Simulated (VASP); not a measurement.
# 2H-WS2 monolayer and its bilayer, part 2 of 9

Aim: relax 2H-WS2 monolayer, place its levels against the vacuum, then find how two sheets stack and bind.

VASP 6.6.1, plane waves and PAW; the level of theory is named at each step.

So far: Starting point; Relaxing the monolayer.

## (2) Relaxing the monolayer (continued)

Level of this step: r2SCAN with rVV10, no spin polarisation; plane waves and PAW (W, S) (VASP).

From OUTCAR (step 2):

```text
ion  position               nearest neighbor table
   1  0.333  0.667  0.500-   2 2.41   3 2.41   2 2.41   3 2.41   2 2.41   3 2.41
   2  0.667  0.333  0.429-   1 2.41   1 2.41   1 2.41
   3  0.667  0.333  0.571-   1 2.41   1 2.41   1 2.41

  LATTYP: Found a hexagonal cell.
 ALAT       =     3.1800000000
 C/A-ratio  =     6.9182389937

 Subroutine GETGRP returns: Found 12 space group operations
 (whereof 12 operations were pure point group operations)

The static configuration has the point symmetry D_3h.

 Found     19 irreducible k-points:

   k-points           NKPTS =     19   k-points in BZ     NKDIM =     19   number of bands    NBANDS=     15

   dimension x,y,z NGX =    16 NGY =   16 NGZ =  108
   dimension x,y,z NGXF=    32 NGYF=   32 NGZF=  216

   ENCUT  =  350.0 eV  25.72 Ry    5.07 a.u.   4.85  4.85 33.56*2*pi/ulx,y,z

   NELECT =      18.0000    total number of electrons

 k-points in reciprocal lattice and weights: Automatic mesh
   0.00000000  0.00000000  0.00000000       0.007
   0.08333333  0.00000000  0.00000000       0.042
   0.16666667 -0.00000000  0.00000000       0.042
   0.25000000 -0.00000000  0.00000000       0.042
   0.33333333  0.00000000  0.00000000       0.042
   0.41666667 -0.00000000  0.00000000       0.042
   0.50000000 -0.00000000  0.00000000       0.021
   0.08333333  0.08333333  0.00000000       0.042
   0.16666667  0.08333333  0.00000000       0.083
[...]
0.33333333  0.25000000  0.00000000       0.083
   0.33333333  0.33333333  0.00000000       0.014

 dipolmoment           0.000000      0.000000      0.000000 electrons x Angstroem

 average (electrostatic) potential at core
       1 -53.9943       2 -97.0680       3 -97.0680

 E-fermi :  -2.6021

 k-point     1 :       0.0000    0.0000    0.0000
  band No.  band energies     occupation
    ...
      5      -5.7481      2.00000
      6      -4.9669      2.00000
      7      -4.4485      2.00000
      8      -4.4485      2.00000
      9      -2.7700      2.00000
     10       0.4114      0.00000
     11       0.4114      0.00000
     12       0.5637      0.00000
     13       0.5637      0.00000
     14       2.9212      0.00000
    ...

 k-point     2 :       0.0833    0.0000    0.0000
  band No.  band energies     occupation
    ...
      5      -5.6297      2.00000
      6      -5.3948      2.00000
      7      -4.6368      2.00000
      8      -4.2300      2.00000
      9      -2.8315      2.00000
     10       0.2817      0.00000
     11       0.3252      0.00000
     12       0.4534      0.00000
     13       0.6334      0.00000
     14       3.1590      0.00000
    ...

 k-point     3 :       0.1667   -0.0000    0.0000
  band No.  band energies     occupation
    ...
      5      -6.0771      2.00000
      6      -5.3034      2.00000
      7      -5.0777      2.00000
      8      -4.2092      2.00000
      9      -3.1060      2.00000
     10      -0.1394      0.00000
     11       0.2135      0.00000
     12       0.3643      0.00000
     13       1.1430      0.00000
     14       3.6111      0.00000
    ...

  Total       -0.0020166     -0.0020166     -0.0250462     -0.0000000      0.0000000      0.0000000
  in kB       -0.0169254     -0.0169254     -0.2102100     -0.0000000      0.0000000      0.0000000
  external PRESSURE =      -0.0813536 kB  Pullay stress =       0.0000000 kB

  energy-cutoff  :      350.00
  volume of cell :      190.90
      direct lattice vectors                 reciprocal lattice vectors
     3.165355739  0.000000000  0.000000000     0.315920257  0.182396646  0.000000000
    -1.582677870  2.741278482  0.000000000     0.000000000  0.364793291  0.000000000
     0.000000000  0.000000000 22.000000000     0.000000000  0.000000000  0.045454545

 POSITION                                       TOTAL-FORCE (eV/Angst)
 -----------------------------------------------------------------------------------
     -0.00000      1.82752     11.00000         0.000000     -0.000000      0.000000
      1.58268      0.91376      9.43835         0.000000     -0.000000     -0.010932
      1.58268      0.91376     12.56165        -0.000000      0.000000      0.010932
 -----------------------------------------------------------------------------------
    total drift:                                0.000001     -0.000000      0.000000

  FREE ENERGIE OF THE ION-ELECTRON SYSTEM (eV)
  ---------------------------------------------------
  free  energy   TOTEN  =       -69.6162934751 eV

  energy  without entropy=      -69.6162934751  energy(sigma->0) =      -69.61629348

 reached required accuracy - stopping structural energy minimisation

 vacuum level on the upper side and lower side of the slab         3.175         3.175

 total charge
# of ion       s       p       d       tot
------------------------------------------
    1        0.548   0.726   4.284   5.557
    2        1.349   2.385   0.000   3.734
    3        1.349   2.385   0.000   3.734
--------------------------------------------------
tot          3.246   5.496   4.284  13.026

[... 3 further parts left out ...]
```

CONTCAR:

```
WS2
   1.00000000000000
     3.1653557393534779    0.0000000000000000    0.0000000000000000
    -1.5826778696767390    2.7412784822609479    0.0000000000000000
     0.0000000000000000    0.0000000000000000   22.0000000000000000
  W               S
     1     2
Direct
     0.3333333332999970    0.6666666667000030    0.5000000000000000
     0.6666666667000030    0.3333333332999970    0.4290157803561929
     0.6666666667000030    0.3333333332999970    0.5709842196438072
```

This run has no spin polarisation, although W can carry a moment. The gap is read on the k-mesh alone, so it is an upper bound where the band edges lie off the mesh. The PAW data sets were made with PBE, which is usual practice but a small mismatch for other functionals. The data set W keeps the semicore shell frozen, which is cheaper and a little less accurate. The run keeps the 12 symmetry operations of its start, so it cannot find a distortion of lower symmetry.

Relaxation path:

| step | energy less that of the first step (eV) | largest force (eV/Å) | pressure (GPa) | volume (Å³) |
| --- | --- | --- | --- | --- |
| 1 | 0.0000 | 0.1670 | -0.54 | 192.67 |
| 2 | -0.0004 | 0.1816 | 0.51 | 189.27 |
| 3 | -0.0038 | 0.0109 | -0.01 | 190.90 |

| cell as run | before | after | change |
| --- | --- | --- | --- |
| a (Å) | 3.180 | 3.165 | -0.5 % |
| b (Å) | 3.180 | 3.165 | -0.5 % |

The relaxed structure:

```
W S
1.0
     3.16536    0.00000    0.00000
    -1.58268    2.74128    0.00000
     0.00000    0.00000   22.00000
W S
1 2
Direct
  0.33333 0.66667 0.50000
  0.66667 0.33333 0.42902
  0.66667 0.33333 0.57098
```

This step gave:

```
electronic cycles              : 44
electrons                      : 18
free energy (TOTEN)            : -69.6163 eV
Fermi energy                   : -2.602 eV
metallic                       : no
dipole moment                  : 0, 0, 0 e·Å
gap on the k-mesh              : 1.990 eV
least direct gap on the k-mesh : 1.990 eV
```

The run ended after 3 ionic steps, 0.004 eV below its first step, once forces and stress met EDIFFG = -0.015.

## (3) A second relaxation

The plane waves were chosen for the start cell, so the relaxation is repeated from its end.

Contents of INCAR:

```
SYSTEM = WS2
PREC = Normal
ENCUT = 350
EDIFF = 1E-06
NELM = 120
ISMEAR = 0
SIGMA = 0.03
LREAL = .FALSE.
ALGO = Normal
METAGGA = R2SCAN
LUSE_VDW = .TRUE.
IVDW_NL = 2
BPARAM = 11.95
CPARAM = 0.0093
LASPH = .TRUE.
NBANDS = 15
LORBIT = 11
LWAVE = .FALSE.
LCHARG = .FALSE.
KPAR = 4
IBRION = 2
NSW = 30
ISIF = 3
EDIFFG = -0.015
POTIM = 0.4
IDIPOL = 3
LDIPOL = .TRUE.
DIPOL = 0.5 0.5 0.5
LATTICE_CONSTRAINTS = .TRUE. .TRUE. .FALSE.
```

Contents of POSCAR:

```
WS2
1.0
    3.1653557394      0.0000000000      0.0000000000
   -1.5826778697      2.7412784823      0.0000000000
    0.0000000000      0.0000000000     22.0000000000
W S
1 2
Direct
    0.3333333333      0.6666666667      0.5000000000
    0.6666666667      0.3333333333      0.4290157804
    0.6666666667      0.3333333333      0.5709842196
```

Contents of KPOINTS:

```
Automatic mesh
0
Gamma
12 12 1
0 0 0
```

PAW data sets: W and S (PBE family, release 64).

Command:

```sh
> mpirun -np 4 vasp_std
```

Output:

```text
[banner, memory and clock lines left out]
running    4 mpi-ranks, on    1 nodes
 distrk:  each k-point on    1 cores,    4 groups
 distr:  one band on    1 cores,    1 groups

 POSCAR found type information on POSCAR W S
 POSCAR found :  2 types and       3 ions
 [... a notice as in an earlier step ...]

 [... a notice as in an earlier step ...]

 LDA part: xc-table for (None), standard interpolation
 POSCAR, INCAR and KPOINTS ok, starting setup
 FFT: planning ... GRIDC
 FFT: planning ... GRID_SOFT
 FFT: planning ... GRID
 WAVECAR not read
 entering main loop
       N       E                     dE             d eps       ncg     rms          rms(c)
Total rVV10 correction in eV:      0.5099638    23.6031916
Total rVV10 correction in eV:      0.5099638    23.6031916
Total rVV10 correction in eV:      0.5099638    23.6031916
Total rVV10 correction in eV:      0.5099638    23.6031916
DAV:   1     0.644805049305E+02    0.64481E+02   -0.51914E+03   570   0.656E+02
DAV:   2    -0.602995175250E+02   -0.12478E+03   -0.11618E+03   902   0.162E+02
DAV:   3    -0.727903179862E+02   -0.12491E+02   -0.12392E+02   816   0.627E+01
DAV:   4    -0.730078312506E+02   -0.21751E+00   -0.21710E+00   697   0.978E+00
DAV:   5    -0.730136531128E+02   -0.58219E-02   -0.58210E-02   840   0.153E+00    0.268E+01
Total rVV10 correction in eV:      0.5116573    23.6042197
Total rVV10 correction in eV:      0.5116573    23.6042197
Total rVV10 correction in eV:      0.5116573    23.6042197
Total rVV10 correction in eV:      0.5116573    23.6042197
DAV:   6    -0.697256310110E+02    0.32880E+01   -0.36253E+00   781   0.139E+01    0.136E+01
Total rVV10 correction in eV:      0.5064543    23.6053636
Total rVV10 correction in eV:      0.5064543    23.6053636
Total rVV10 correction in eV:      0.5064543    23.6053636
Total rVV10 correction in eV:      0.5064543    23.6053636
DAV:   7    -0.696723847703E+02    0.53246E-01   -0.10612E+00   752   0.902E+00    0.677E+00
Total rVV10 correction in eV:      0.5086416    23.6053302
Total rVV10 correction in eV:      0.5086416    23.6053302
Total rVV10 correction in eV:      0.5086416    23.6053302
Total rVV10 correction in eV:      0.5086416    23.6053302
DAV:   8    -0.696108815644E+02    0.61503E-01   -0.19093E-01   759   0.364E+00    0.564E-01
Total rVV10 correction in eV:      0.5105076    23.6050610
Total rVV10 correction in eV:      0.5105076    23.6050610
Total rVV10 correction in eV:      0.5105076    23.6050610
Total rVV10 correction in eV:      0.5105076    23.6050610
DAV:   9    -0.696123265276E+02   -0.14450E-02   -0.25244E-02   745   0.121E+00    0.436E-01
Total rVV10 correction in eV:      0.5119319    23.6049240
Total rVV10 correction in eV:      0.5119319    23.6049240
Total rVV10 correction in eV:      0.5119319    23.6049240
Total rVV10 correction in eV:      0.5119319    23.6049240
DAV:  10    -0.696130941323E+02   -0.76760E-03   -0.65823E-03   711   0.538E-01    0.239E-01
Total rVV10 correction in eV:      0.5122937    23.6048220
Total rVV10 correction in eV:      0.5122937    23.6048220
Total rVV10 correction in eV:      0.5122937    23.6048220
Total rVV10 correction in eV:      0.5122937    23.6048220
DAV:  11    -0.696134731967E+02   -0.37906E-03   -0.39177E-04   773   0.149E-01    0.223E-01
Total rVV10 correction in eV:      0.5135939    23.6044984
Total rVV10 correction in eV:      0.5135939    23.6044984
Total rVV10 correction in eV:      0.5135939    23.6044984
Total rVV10 correction in eV:      0.5135939    23.6044984
DAV:  12    -0.696144090337E+02   -0.93584E-03   -0.48850E-04   682   0.154E-01    0.911E-02
Total rVV10 correction in eV:      0.5135820    23.6044421
Total rVV10 correction in eV:      0.5135820    23.6044421
Total rVV10 correction in eV:      0.5135820    23.6044421
Total rVV10 correction in eV:      0.5135820    23.6044421
DAV:  13    -0.696144159373E+02   -0.69036E-05   -0.69155E-05   731   0.569E-02    0.280E-02
Total rVV10 correction in eV:      0.5146082    23.6039112
Total rVV10 correction in eV:      0.5146082    23.6039112
Total rVV10 correction in eV:      0.5146082    23.6039112
Total rVV10 correction in eV:      0.5146082    23.6039112
DAV:  14    -0.696150830791E+02   -0.66714E-03   -0.33872E-04   661   0.111E-01    0.501E-02
Total rVV10 correction in eV:      0.5148416    23.6037149
Total rVV10 correction in eV:      0.5148416    23.6037149
Total rVV10 correction in eV:      0.5148416    23.6037149
Total rVV10 correction in eV:      0.5148416    23.6037149
DAV:  15    -0.696152450032E+02   -0.16192E-03   -0.25105E-05   703   0.343E-02    0.360E-02
Total rVV10 correction in eV:      0.5150134    23.6034941
Total rVV10 correction in eV:      0.5150134    23.6034941
Total rVV10 correction in eV:      0.5150134    23.6034941
Total rVV10 correction in eV:      0.5150134    23.6034941
DAV:  16    -0.696154080110E+02   -0.16301E-03   -0.36979E-05   675   0.353E-02    0.129E-02
Total rVV10 correction in eV:      0.5150811    23.6033108
Total rVV10 correction in eV:      0.5150811    23.6033108
Total rVV10 correction in eV:      0.5150811    23.6033108
Total rVV10 correction in eV:      0.5150811    23.6033108
DAV:  17    -0.696155046309E+02   -0.96620E-04   -0.37298E-05   689   0.347E-02    0.726E-03
Total rVV10 correction in eV:      0.5150800    23.6032406
Total rVV10 correction in eV:      0.5150800    23.6032406
Total rVV10 correction in eV:      0.5150800    23.6032406
Total rVV10 correction in eV:      0.5150800    23.6032406
DAV:  18    -0.696155358984E+02   -0.31268E-04   -0.72097E-06   743   0.149E-02    0.649E-03
Total rVV10 correction in eV:      0.5150707    23.6032003
Total rVV10 correction in eV:      0.5150707    23.6032003
Total rVV10 correction in eV:      0.5150707    23.6032003
Total rVV10 correction in eV:      0.5150707    23.6032003
DAV:  19    -0.696155520528E+02   -0.16154E-04   -0.29289E-06   691   0.113E-02    0.223E-03
Total rVV10 correction in eV:      0.5150682    23.6031954
Total rVV10 correction in eV:      0.5150682    23.6031954
Total rVV10 correction in eV:      0.5150682    23.6031954
Total rVV10 correction in eV:      0.5150682    23.6031954
DAV:  20    -0.696155550201E+02   -0.29673E-05   -0.24952E-07   642   0.433E-03    0.222E-03
Total rVV10 correction in eV:      0.5150670    23.6031954
Total rVV10 correction in eV:      0.5150670    23.6031954
Total rVV10 correction in eV:      0.5150670    23.6031954
Total rVV10 correction in eV:      0.5150670    23.6031954
DAV:  21    -0.696155533382E+02    0.16819E-05   -0.17822E-07   544   0.457E-03    0.557E-04
Total rVV10 correction in eV:      0.5150663    23.6031975
Total rVV10 correction in eV:      0.5150663    23.6031975
Total rVV10 correction in eV:      0.5150663    23.6031975
Total rVV10 correction in eV:      0.5150663    23.6031975
DAV:  22    -0.696155555779E+02   -0.22396E-05   -0.22205E-07   523   0.499E-03    0.839E-04
Total rVV10 correction in eV:      0.5150659    23.6031984
Total rVV10 correction in eV:      0.5150659    23.6031984
Total rVV10 correction in eV:      0.5150659    23.6031984
Total rVV10 correction in eV:      0.5150659    23.6031984
DAV:  23    -0.696155566819E+02   -0.11040E-05   -0.27308E-08   607   0.165E-03    0.652E-04
Total rVV10 correction in eV:      0.5150659    23.6031987
Total rVV10 correction in eV:      0.5150659    23.6031987
Total rVV10 correction in eV:      0.5150659    23.6031987
Total rVV10 correction in eV:      0.5150659    23.6031987
DAV:  24    -0.696155553958E+02    0.12861E-05   -0.35221E-08   502   0.201E-03    0.287E-04
Total rVV10 correction in eV:      0.5150658    23.6031993
Total rVV10 correction in eV:      0.5150658    23.6031993
Total rVV10 correction in eV:      0.5150658    23.6031993
Total rVV10 correction in eV:      0.5150658    23.6031993
DAV:  25    -0.696155555599E+02   -0.16411E-06   -0.28719E-08   460   0.189E-03
Total rVV10 correction in eV:      0.5150653    23.6032000
Total rVV10 correction in eV:      0.5150653    23.6032000
Total rVV10 correction in eV:      0.5150653    23.6032000
Total rVV10 correction in eV:      0.5150653    23.6032000
Total rVV10 correction in eV:      0.5150656    23.6031997
Total rVV10 correction in eV:      0.5150656    23.6031997
Total rVV10 correction in eV:      0.5150656    23.6031997
Total rVV10 correction in eV:      0.5150656    23.6031997
   1 F= -.69615556E+02 E0= -.69615556E+02  d E =-.696156E+02
 curvature:   0.00 expect dE= 0.000E+00 dE for cont linesearch  0.000E+00
 trial: gam= 0.00000 g(F)=  0.917E-05 g(S)=  0.412E-06 ort = 0.000E+00 (trialstep = 0.100E+01)
 search vector abs. value=  0.958E-05
 reached required accuracy - stopping structural energy minimisation
```

The job ended after 87 s (4 MPI ranks of Intel Xeon Platinum 8488C (Sapphire Rapids), shared host; peak memory 1.1 GiB).

OUTCAR, selected parts (step 3):

```text
  LATTYP: Found a hexagonal cell.
 ALAT       =     3.1653557394
 C/A-ratio  =     6.9502456631

The static configuration has the point symmetry D_3h.

 Found     19 irreducible k-points:

   dimension x,y,z NGX =    14 NGY =   14 NGZ =  108
   dimension x,y,z NGXF=    28 NGYF=   28 NGZF=  216

   ENCUT  =  350.0 eV  25.72 Ry    5.07 a.u.   4.83  4.83 33.56*2*pi/ulx,y,z

   NELECT =      18.0000    total number of electrons

 E-fermi :  -2.6029

 k-point     1 :       0.0000    0.0000    0.0000
  band No.  band energies     occupation
    ...
      5      -5.7487      2.00000
      6      -4.9676      2.00000
      7      -4.4491      2.00000
      8      -4.4491      2.00000
      9      -2.7708      2.00000
     10       0.4110      0.00000
     11       0.4111      0.00000
     12       0.5631      0.00000
     13       0.5631      0.00000
     14       2.9128      0.00000
    ...

 k-point     2 :       0.0833    0.0000    0.0000
  band No.  band energies     occupation
    ...
      5      -5.6305      2.00000
      6      -5.3955      2.00000
      7      -4.6376      2.00000
      8      -4.2307      2.00000
      9      -2.8323      2.00000
     10       0.2809      0.00000
     11       0.3245      0.00000
     12       0.4526      0.00000
     13       0.6327      0.00000
     14       3.1490      0.00000
    ...

  Total       -0.0040036     -0.0040036     -0.0267733      0.0000000      0.0000000      0.0000000
  in kB       -0.0336016     -0.0336016     -0.2247055      0.0000000      0.0000000      0.0000000
  external PRESSURE =      -0.0973029 kB  Pullay stress =       0.0000000 kB

 POSITION                                       TOTAL-FORCE (eV/Angst)
 -----------------------------------------------------------------------------------
     -0.00000      1.82752     11.00000         0.000000      0.000000      0.000000
      1.58268      0.91376      9.43835        -0.000000     -0.000000     -0.010898
      1.58268      0.91376     12.56165        -0.000000      0.000000      0.010898
 -----------------------------------------------------------------------------------
    total drift:                               -0.000002      0.000001      0.000000

  FREE ENERGIE OF THE ION-ELECTRON SYSTEM (eV)
  ---------------------------------------------------
  free  energy   TOTEN  =       -69.6155555599 eV

  energy  without entropy=      -69.6155555599  energy(sigma->0) =      -69.61555556

 vacuum level on the upper side and lower side of the slab         3.192         3.192

 total charge
# of ion       s       p       d       tot
------------------------------------------
    1        0.548   0.726   4.285   5.558
    2        1.349   2.385   0.000   3.734
    3        1.349   2.385   0.000   3.734
--------------------------------------------------
tot          3.246   5.496   4.285  13.027

[... 5 parts as in an earlier step ...]

[... 7 further parts left out ...]
```

CONTCAR:

```
WS2
   1.00000000000000
     3.1653557393999998    0.0000000000000000    0.0000000000000000
    -1.5826778696999999    2.7412784822999998    0.0000000000000000
     0.0000000000000000    0.0000000000000000   22.0000000000000000
  W               S
     1     2
Direct
     0.3333333332999970    0.6666666667000030    0.5000000000000000
     0.6666666667000030    0.3333333332999970    0.4290157804000003
     0.6666666667000030    0.3333333332999970    0.5709842195999997
```

Little changed from the start: no atom moved by 0.005 Å and no cell edge by 0.1 %.

Numbers from this step:

```
electronic cycles   : 25
free energy (TOTEN) : -69.6156 eV
Fermi energy        : -2.603 eV
```

The start already met the threshold, so nothing moved.

(Part 2 of 9 ends here.)

[Lines on the potential files, build, host, timing and source positions are cut from VASP's logs without a mark.]

[Logs are printed without paths, hosts, clocks, repeated set-up lines and the standing remarks that a program may print on its own settings, such as how far it seeks lower states.]

[Hosts, paths, dates, database ids (printed as entryN), source tags and the programs' standing remarks are cut or masked in the printed files.]

[Runs that stopped without an error message from VASP are left out.]
